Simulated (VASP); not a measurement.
VASP input:

INCAR:
```
# general
SYSTEM  = Sb
PREC    = Accurate
ENCUT   = 480   # plane-wave cut-off (eV)
LREAL   = F   # projection in real space or not
LASPH   = T

# electronic loop
EDIFF   = 1E-7   # SCF stop (eV)
NELM    = 100   # most electronic steps
ALGO    = Normal   # blocked Davidson
LMAXMIX = 4   # l cut-off of mixed one-centre charges
LMIXTAU = T

# smearing
ISMEAR  = 0
SIGMA   = 0.05

# functional
METAGGA = R2SCAN

# ions
ISIF    = 2   # forces and stress, cell fixed

# output
LWAVE   = F
LCHARG  = F
```

POSCAR:
```
Sb
1
    4.0362718445    -2.1770597155     0.0127246453
    4.0362718445     2.1770597155     0.0127246453
    2.8507370433    -0.0000000000     3.5922886675
Sb
2
Direct
  0.2317882386   0.2317882386   0.2317882386
  0.8026618959   0.7337616269   0.7682117614
```

### KPOINTS
```
Regular mesh
0
G
 8 8 8
```

POTCAR, in this order: Sb (PBE.64 set). Program: vasp_std.

Question: Translate this r2SCAN calculation to Ansatz.

Answer: One equivalent input (not run):
Ansatz 0.2 input:
```yaml
crystal:
  lattice:
    - [4.0362718, -2.1770597, 0.0127246]
    - [4.0362718, 2.1770597, 0.0127246]
    - [2.8507370, 0.0000000, 3.5922887]
  atoms:
    - { symbol: Sb, position: [0.2317882, 0.2317882, 0.2317882] }
    - { symbol: Sb, position: [0.8026619, 0.7337616, 0.7682118] }
kpoints:
  mp_grid: { grid: [8, 8, 8] }
hamiltonian:
  xc: r2scan
  pseudopotentials: { kind: paw }
scf:
  occupations: { method: gaussian, width: 0.05 }
  max_iter: 100
output: { forces: true, stress: true, eigenvalues: true }
```
The two are equivalent in intent, not identical: each code has its own PAW files, so the cut-off isn't converted (ENCUT is set for VASP's; basis.ecutwfc is left out, and Ansatz then takes the one that its files recommend); Ansatz stops its SCF on the density residual and VASP on the energy change (EDIFF).

The compound is Sb in the a7 structure. This cell was strained or had an atom moved on purpose.
